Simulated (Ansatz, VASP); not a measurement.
# Cross-check of SiO2 (Cristobalite) between VASP and Ansatz, part 3 of 3

Aim: how closely do two programs agree when they are given the same cell, functional and k mesh? The cell is taken from a series of runs on this material, whose earlier steps may have relaxed, scaled, displaced or heated it; both programs get it as it stands.

VASP 6.6.1 and Ansatz 0.2.0.

So far: The starting structure; Ansatz: zone-centre phonons, LDA; VASP: zone-centre phonons, LDA.

### 3. VASP: zone-centre phonons, LDA (continued)

Level of this step: LDA; plane waves and PAW (O, Si) (VASP).

Numbers of over 12 decimals in the logs are rounded to 6 here.

OUTCAR, selected parts (step 3):

```text
ion  position               nearest neighbor table
   1  0.236  0.122  0.187-  10 1.61   9 1.61
   2  0.378  0.736  0.437-  11 1.61  10 1.61
   3  0.764  0.878  0.687-  12 1.61  11 1.61
   4  0.622  0.264  0.937-   9 1.61  12 1.61
   5  0.736  0.378  0.563-  11 1.61  12 1.61
   6  0.878  0.764  0.313-  10 1.61  11 1.61
   7  0.264  0.622  0.063-   9 1.61  10 1.61
   8  0.122  0.236  0.813-  12 1.61   9 1.61
   9  0.309  0.309  0.000-   4 1.61   7 1.61   1 1.61   8 1.61  10 3.04  12 3.04  10 3.04  12 3.04

  LATTYP: Found a simple tetragonal cell.
 ALAT       =     4.8939403413
 C/A-ratio  =     1.3971180279

 Subroutine GETGRP returns: Found  8 space group operations
 (whereof  2 operations were pure point group operations)

The static configuration has the point symmetry C_2 .
 The point group associated with its full space group is D_4 .

 Found     18 irreducible k-points:

   k-points           NKPTS =     18   k-points in BZ     NKDIM =     18   number of bands    NBANDS=     44

   dimension x,y,z NGX =    40 NGY =   40 NGZ =   56
   dimension x,y,z NGXF=    80 NGYF=   80 NGZF=  112

   ENCUT  =  600.0 eV  44.10 Ry    6.64 a.u.   9.77  9.77 13.66*2*pi/ulx,y,z

   NELECT =      64.0000    total number of electrons

 k-points in reciprocal lattice and weights: Automatic mesh
   0.00000000  0.00000000  0.00000000       0.016
   0.25000000  0.00000000  0.00000000       0.062
   0.50000000  0.00000000  0.00000000       0.031
   0.25000000  0.25000000  0.00000000       0.062
   0.50000000  0.25000000  0.00000000       0.062
   0.50000000  0.50000000  0.00000000       0.016
   0.00000000  0.00000000  0.25000000       0.031
   0.25000000  0.00000000  0.25000000       0.125
   0.50000000  0.00000000  0.25000000       0.062
[...]
0.50000000  0.25000000  0.50000000       0.062
   0.50000000  0.50000000  0.50000000       0.016

 average (electrostatic) potential at core
       1 -74.2570       2 -74.2570       3 -74.2570       4 -74.2570       5 -74.2570
       6 -74.2570       7 -74.2570       8 -74.2570       9 -88.8159      10 -88.8159
      11 -88.8159      12 -88.8159

  Total        0.7279121      0.7279121      0.1512195      0.0000000      0.0000000      0.0000000
  in kB        7.1216467      7.1216467      1.4794805      0.0000000      0.0000000      0.0000000
  external PRESSURE =       5.2409246 kB  Pullay stress =       0.0000000 kB

  energy-cutoff  :      600.00
  volume of cell :      163.76
      direct lattice vectors                 reciprocal lattice vectors
     4.893940341  0.000000000  0.000000000     0.204334326  0.000000000  0.000000000
     0.000000000  4.893940341  0.000000000     0.000000000  0.204334326  0.000000000
     0.000000000  0.000000000  6.837412278     0.000000000  0.000000000  0.146254162

 POSITION                                       TOTAL-FORCE (eV/Angst)
 -----------------------------------------------------------------------------------
      1.15317      0.59735      1.27722        -0.001429      0.009889      0.007827
[...]
3.044318  1.293795  6.405279    -0.291162    0.066901    0.202673
      3.600145  1.849623  3.850839    -0.041080    0.186684   -0.121910
      4.296593  3.740766  2.141486     0.294135    0.071604   -0.222549
      1.293795  3.044318  0.432133    -0.041080    0.186684    0.121910
      0.597348  1.153175  5.560192     0.294135    0.071604    0.222549
      1.510120  1.510120  0.000000     0.088574   -0.086673   -0.307211
      0.936850  3.957090  1.709353    -0.023276   -0.014443    0.066122
      3.383820  3.383820  3.418706     0.088574   -0.086673    0.307211
      3.957090  0.936850  5.128059    -0.023276   -0.014443   -0.066122

   2 f  =   35.706573 THz   224.351016 2PiTHz 1191.043080 cm-1   147.670455 meV
             X         Y         Z           dx          dy          dz
      1.153175  0.597348  1.277220    -0.066901   -0.291162    0.202673
      1.849623  3.600145  2.986573     0.191286   -0.048362    0.152687
      3.740766  4.296593  4.695926    -0.066901   -0.291162   -0.202673
      3.044318  1.293795  6.405279     0.191286   -0.048362   -0.152687
      3.600145  1.849623  3.850839    -0.071604    0.294135   -0.222549
      4.296593  3.740766  2.141486    -0.186684   -0.041080    0.121910
      1.293795  3.044318  0.432133    -0.071604    0.294135    0.222549
      0.597348  1.153175  5.560192    -0.186684   -0.041080   -0.121910
      1.510120  1.510120  0.000000     0.014443   -0.023276   -0.066122
      0.936850  3.957090  1.709353     0.086673    0.088574   -0.307211
      3.383820  3.383820  3.418706     0.014443   -0.023276    0.066122
      3.957090  0.936850  5.128059     0.086673    0.088574    0.307211

   3 f  =   33.493269 THz   210.444413 2PiTHz 1117.215184 cm-1   138.516967 meV
             X         Y         Z           dx          dy          dz
      1.153175  0.597348  1.277220     0.074407    0.286204   -0.193727
      1.849623  3.600145  2.986573     0.286204   -0.074407    0.193727
      3.740766  4.296593  4.695926    -0.074407   -0.286204   -0.193727
      3.044318  1.293795  6.405279    -0.286204    0.074407    0.193727
      3.600145  1.849623  3.850839    -0.074407    0.286204   -0.193727
      4.296593  3.740766  2.141486    -0.286204   -0.074407    0.193727
      1.293795  3.044318  0.432133     0.074407   -0.286204   -0.193727
      0.597348  1.153175  5.560192     0.286204    0.074407    0.193727
      1.510120  1.510120  0.000000    -0.004543   -0.004543   -0.000000
      0.936850  3.957090  1.709353    -0.004543    0.004543    0.000000
      3.383820  3.383820  3.418706     0.004543    0.004543    0.000000
      3.957090  0.936850  5.128059     0.004543   -0.004543    0.000000

   4 f  =   32.828313 THz   206.266371 2PiTHz 1095.034638 cm-1   135.766931 meV
             X         Y         Z           dx          dy          dz
      1.153175  0.597348  1.277220    -0.045482   -0.263203    0.148079
      1.849623  3.600145  2.986573     0.263203   -0.045482    0.148079
      3.740766  4.296593  4.695926     0.045482    0.263203    0.148079
      3.044318  1.293795  6.405279    -0.263203    0.045482    0.148079
      3.600145  1.849623  3.850839     0.045482   -0.263203    0.148079
      4.296593  3.740766  2.141486    -0.263203   -0.045482    0.148079
      1.293795  3.044318  0.432133    -0.045482    0.263203    0.148079
      0.597348  1.153175  5.560192     0.263203    0.045482    0.148079
      1.510120  1.510120  0.000000     0.082015   -0.082015   -0.223613
      0.936850  3.957090  1.709353     0.082015    0.082015   -0.223613
      3.383820  3.383820  3.418706    -0.082015    0.082015   -0.223613
      3.957090  0.936850  5.128059    -0.082015   -0.082015   -0.223613

   5 f  =   32.537593 THz   204.439726 2PiTHz 1085.337275 cm-1   134.564611 meV
             X         Y         Z           dx          dy          dz
      1.153175  0.597348  1.277220    -0.062534   -0.240007    0.185333
      1.849623  3.600145  2.986573    -0.240007    0.062534   -0.185333
      3.740766  4.296593  4.695926     0.062534    0.240007    0.185333
      3.044318  1.293795  6.405279     0.240007   -0.062534   -0.185333
      3.600145  1.849623  3.850839    -0.062534    0.240007   -0.185333
      4.296593  3.740766  2.141486    -0.240007   -0.062534    0.185333
      1.293795  3.044318  0.432133     0.062534   -0.240007   -0.185333
      0.597348  1.153175  5.560192     0.240007    0.062534    0.185333
      1.510120  1.510120  0.000000    -0.154249    0.154249   -0.103393
      0.936850  3.957090  1.709353     0.154249    0.154249    0.103393
      3.383820  3.383820  3.418706     0.154249   -0.154249   -0.103393
      3.957090  0.936850  5.128059    -0.154249   -0.154249    0.103393

   6 f  =   32.509671 THz   204.264289 2PiTHz 1084.405911 cm-1   134.449137 meV
             X         Y         Z           dx          dy          dz
      1.153175  0.597348  1.277220    -0.051438   -0.268673    0.213573
      1.849623  3.600145  2.986573    -0.205285    0.075916   -0.148930
      3.740766  4.296593  4.695926    -0.051438   -0.268673   -0.213573
      3.044318  1.293795  6.405279    -0.205285    0.075916    0.148930
      3.600145  1.849623  3.850839     0.084634   -0.254649    0.188456
      4.296593  3.740766  2.141486    -0.222444   -0.035301    0.179661
      1.293795  3.044318  0.432133     0.084634   -0.254649   -0.188456
      0.597348  1.153175  5.560192    -0.222444   -0.035301   -0.179661
      1.510120  1.510120  0.000000     0.158429    0.189961   -0.008909
      0.936850  3.957090  1.709353     0.139346    0.174364    0.088636
      3.383820  3.383820  3.418706     0.158429    0.189961    0.008909
      3.957090  0.936850  5.128059     0.139346    0.174364   -0.088636

   7 f  =   32.509671 THz   204.264289 2PiTHz 1084.405911 cm-1   134.449137 meV
             X         Y         Z           dx          dy          dz
      1.153175  0.597348  1.277220     0.075916    0.205285   -0.148930
      1.849623  3.600145  2.986573    -0.268673    0.051438   -0.213573
      3.740766  4.296593  4.695926     0.075916    0.205285    0.148930
      3.044318  1.293795  6.405279    -0.268673    0.051438    0.213573
      3.600145  1.849623  3.850839    -0.035301    0.222444   -0.179661
      4.296593  3.740766  2.141486    -0.254649   -0.084634    0.188456
      1.293795  3.044318  0.432133    -0.035301    0.222444    0.179661
      0.597348  1.153175  5.560192    -0.254649   -0.084634   -0.188456
      1.510120  1.510120  0.000000     0.174364   -0.139346    0.088636
      0.936850  3.957090  1.709353     0.189961   -0.158429    0.008909
      3.383820  3.383820  3.418706     0.174364   -0.139346   -0.088636
      3.957090  0.936850  5.128059     0.189961   -0.158429   -0.008909

   8 f  =   32.421047 THz   203.707449 2PiTHz 1081.449734 cm-1   134.082618 meV
             X         Y         Z           dx          dy          dz
      1.153175  0.597348  1.277220     0.061877    0.239821   -0.184195
      1.849623  3.600145  2.986573    -0.239821    0.061877   -0.184195
      3.740766  4.296593  4.695926    -0.061877   -0.239821   -0.184195
      3.044318  1.293795  6.405279     0.239821   -0.061877   -0.184195
      3.600145  1.849623  3.850839     0.061877   -0.239821    0.184195
      4.296593  3.740766  2.141486    -0.239821   -0.061877    0.184195
      1.293795  3.044318  0.432133    -0.061877    0.239821    0.184195
      0.597348  1.153175  5.560192     0.239821    0.061877    0.184195
      1.510120  1.510120  0.000000    -0.172422   -0.172422    0.000000
    [... 421 further lines ...]
      3.383820  3.383820  3.418706     0.339465   -0.038621    0.000161
      3.957090  0.936850  5.128059     0.339494   -0.038881    0.000128

 MACROSCOPIC STATIC DIELECTRIC TENSOR IONIC CONTRIBUTION
 ------------------------------------------------------
           1.895449    -0.000000    -0.000000
          -0.000000     1.895449     0.000000
          -0.000000     0.000000     1.646073
 ------------------------------------------------------

 ELASTIC MODULI CONTR FROM IONIC RELAXATION (kBar)
 Direction    XX          YY          ZZ          XY          YZ          ZX
 --------------------------------------------------------------------------------
 XX       -3537.6366   -229.7145  -1243.3106      0.0000     -0.0000     -0.0000
 YY        -229.7145  -3537.6366  -1243.3106     -0.0000      0.0000     -0.0000
 ZZ       -1243.3106  -1243.3106  -2774.5247      0.0000      0.0000      0.0000
 XY           0.0000      0.0000     -0.0000   -279.0972      0.0000      0.0000
 YZ          -0.0000      0.0000     -0.0000      0.0000   -771.1290     -0.0000
 ZX          -0.0000      0.0000     -0.0000     -0.0000     -0.0000   -771.9533
 --------------------------------------------------------------------------------

 PIEZOELECTRIC TENSOR IONIC CONTR  for field in x, y, z        (C/m^2)
          XX          YY          ZZ          XY          YZ          ZX
  --------------------------------------------------------------------------------
  x     0.00000    -0.00000     0.00000     0.00000    -0.01365     0.00000
  y     0.00000    -0.00000     0.00000    -0.00000    -0.00000     0.01652
  z    -0.00000     0.00000    -0.00000     0.00023    -0.00000     0.00000
```

### 4. Differences

Known differences besides the potentials themselves: the two LDA forms differ slightly; fixed occupations in Ansatz, narrow Gaussian smearing in VASP; VASP's response is taken on the typed mesh, Ansatz refines its own for the field response alone; the cutoff is 420 eV in Ansatz and 600 eV in VASP; VASP's log shows a relativistic correction to its local exchange, Ansatz's none. Total energies have different zeros and are not compared.

Compared:

```tsv
quantity	Ansatz	VASP	difference
ε∞ xx	2.36	2.35	+0.42 %
ε∞ yy	2.36	2.35	+0.42 %
ε∞ zz	2.35	2.34	+0.41 %
Born charge of O1 (mean of the diagonal) (e)	-1.66	-1.64	-0.01
Born charge of Si9 (mean of the diagonal) (e)	3.32	3.29	+0.03
optical mode 1 (cm⁻¹)	50.1	38.0	+12.1
optical mode 2 (cm⁻¹)	122.1	120.3	+1.47 %
optical mode 3 to 4 (cm⁻¹)	157.4	154.4	+1.99 %
optical mode 5 (cm⁻¹)	233.0	232.6	+0.20 %
optical mode 6 to 7 (cm⁻¹)	257.1	257.6	-0.18 %
optical mode 8 (cm⁻¹)	270.5	271.5	-0.35 %
optical mode 9 (cm⁻¹)	278.8	280.0	-0.42 %
optical mode 10 (cm⁻¹)	344.4	344.7	-0.09 %
optical mode 11 (cm⁻¹)	368.2	367.3	+0.25 %
optical mode 12 to 13 (cm⁻¹)	375.8	376.5	-0.21 %
optical mode 14 (cm⁻¹)	427.3	425.2	+0.48 %
optical mode 15 (cm⁻¹)	436.0	436.9	-0.21 %
optical mode 16 to 17 (cm⁻¹)	457.6	458.2	-0.14 %
optical mode 18 (cm⁻¹)	482.5	483.8	-0.28 %
optical mode 19 to 20 (cm⁻¹)	616.1	618.5	-0.38 %
optical mode 21 (cm⁻¹)	784.3	785.9	-0.20 %
optical mode 22 (cm⁻¹)	785.7	786.9	-0.14 %
optical mode 23 (cm⁻¹)	789.8	790.1	-0.03 %
optical mode 24 to 25 (cm⁻¹)	797.2	798.5	-0.17 %
optical mode 26 (cm⁻¹)	1072.1	1081.4	-0.87 %
optical mode 27 to 28 (cm⁻¹)	1075.0	1084.4	-0.86 %
```

Modes are paired by rising frequency, not by their patterns, so a pair may set unlike modes beside each other; they are those without the splitting of longitudinal modes.

### 5. What came out

```
r.m.s. difference of the optical zone-centre modes, each program's sorted by frequency (zone-centre phonons, LDA) : 4.6 cm⁻¹
difference in optical mode 3 to 4 (zone-centre phonons, LDA)                                                      : +2.0 %
```

**Reading.** The r.m.s. difference of the optical zone-centre modes, each program's sorted by frequency is 4.6 cm⁻¹ (zone-centre phonons, LDA). Among the rows given in per cent, the largest difference of the zone-centre phonons, LDA pair is in optical mode 3 to 4, +2.0 %. What causes the difference of the zone-centre phonons, LDA pair stays open here. Such differences can come from data sets, numerical settings and the points named under the comparisons, not from the functional's error against experiment.

[Lines on the potential files, build, host, timing and source positions are cut from VASP's logs without a mark.]

[Logs are printed without paths, hosts, clocks, repeated set-up lines and the standing remarks that a program may print on its own settings, such as how far it seeks lower states.]

[Hosts, paths, dates, database ids (printed as entryN), source tags and the programs' standing remarks are cut or masked in the printed files.]
